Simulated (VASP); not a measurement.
Data:

```
CELL_PARAMETERS angstrom
      0.00000     2.43780     2.43780
      2.43780     0.00000     2.43780
      2.43780     2.43780     0.00000
ATOMIC_POSITIONS crystal
  B  0.00000 0.00000 0.00000
  As 0.25000 0.25000 0.25000
```

Computed with PBE GGA, VASP's PBE PAW potentials (set 64) (plane waves; VASP). Numerical set-up: 520 eV cut-off, 8×8×8 Γ-centred mesh, Gaussian smearing of 0.050 eV, potentials B As.

Q: Estimate the energy per atom (σ→0), pressure.

A: 
```
Quantity                        Value
---------------------  --------------
energy per atom (σ→0)  -5.698 eV/atom
pressure                    -4.48 GPa
```

Total energies compare only between runs with the same potentials, cut-off and functional.

The compound is BAs in the zinc blende structure. The cell was not relaxed at this level.
